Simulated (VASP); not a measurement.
```
BeTe
1.0
    0.00000     2.80554     2.80554
    2.80554     0.00000     2.80554
    2.80554     2.80554     0.00000
Be Te
1 1
Cartesian
  0.00000   0.00000   0.00000
  1.40277   1.40277   1.40277
```

Level of theory: PBEsol GGA, VASP's PBE PAW potentials (set 64) (plane waves; VASP). Run with 500 eV cut-off, 8×8×8 Γ-centred mesh, Gaussian smearing of 0.050 eV, potentials Be Te.

Unless said otherwise, spin-orbit coupling is left out, though it shifts the bands of the heavy elements here.

Problem. Estimate the energy per atom (σ→0), band gap (on the k-mesh) with the smallest direct gap where there is one.

Solution. 
| Quantity | Result |
|---|---|
| band gap (on the k-mesh) | 1.83 eV |
| smallest direct gap (on the k-mesh) | 3.59 eV |
| energy per atom (σ→0) | -4.108 eV/atom |

Only differences to runs with the same potentials and settings are physical.

The structure was generated: BeTe was put into the zinc blende type (F-43m), which need not be its known phase. It was relaxed first, which changed the volume by +12 %.
